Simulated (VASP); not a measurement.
All values below come from PBE GGA with D3 dispersion (zero damping), VASP's PBE PAW potentials (set 64) (plane waves; VASP 6.6.1).

The input files of a VASP run:

File POSCAR:
```
Mg3Sb2
1
    2.2757999778    -3.9418013473     0.0000000000
    2.2757999778     3.9418013473    -0.0000000000
    0.0000000000     0.0000000000     7.2010422002
Mg Sb
3 2
Direct
  0.0000000000   0.0000000000   1.0000000000
  0.3333330000   0.6666670000   0.6324100700
  0.6666670000   0.3333330000   0.3675899300
  0.3333330000   0.6666670000   0.2253439160
  0.6666670000   0.3333330000   0.7746560840
```

**INCAR**
```
SYSTEM = Mg3Sb2
PREC = Accurate
ENCUT = 520
EDIFF = 1E-7
NELM = 100
ALGO = Normal
LREAL = .FALSE.
LASPH = .TRUE.
ISMEAR = -5
GGA = PE
IVDW = 11
LMAXMIX = 4
LWAVE = .FALSE.
LCHARG = .TRUE.
LORBIT = 11
NEDOS = 601
ISIF = 2
LEFG = .TRUE.
```

### KPOINTS
```
Automatic mesh
0
G
6 6 4
0 0 0
```

POTCAR, in this order: Mg Sb (PBE.64 set). Program: vasp_std.

Unless said otherwise, spin-orbit coupling is left out, though it shifts the bands of the heavy elements here.

Q: Predict the energy per atom (σ→0), dispersion energy, band gap (on the k-mesh).

A: 
```json
{
 "energy per atom (σ→0)": "-3.177 eV/atom",
 "dispersion_energy": "-1.269 eV",
 "band gap (on the k-mesh)": "0.22 eV"
}
```

File OSZICAR:
```
...
DAV:   8    -0.146177059542E+02    0.75122E-03   -0.22038E-02   640   0.933E-01    0.504E-02
DAV:   9    -0.146177051577E+02    0.79650E-06   -0.56171E-04   692   0.181E-01    0.293E-02
DAV:  10    -0.146177602549E+02   -0.55097E-04   -0.92374E-05   648   0.634E-02    0.103E-02
DAV:  11    -0.146177700193E+02   -0.97644E-05   -0.16339E-05   652   0.257E-02    0.592E-03
DAV:  12    -0.146177708473E+02   -0.82800E-06   -0.33144E-06   692   0.103E-02    0.274E-03
DAV:  13    -0.146177709855E+02   -0.13815E-06   -0.45866E-07   652   0.401E-03    0.390E-04
DAV:  14    -0.146177709482E+02    0.37334E-07   -0.53905E-08   448   0.144E-03
   1 F= -.15886741E+02 E0= -.15886741E+02  d E =0.000000E+00
```

The compound is Mg3Sb2 in the a-la2o3 structure. It was relaxed first.
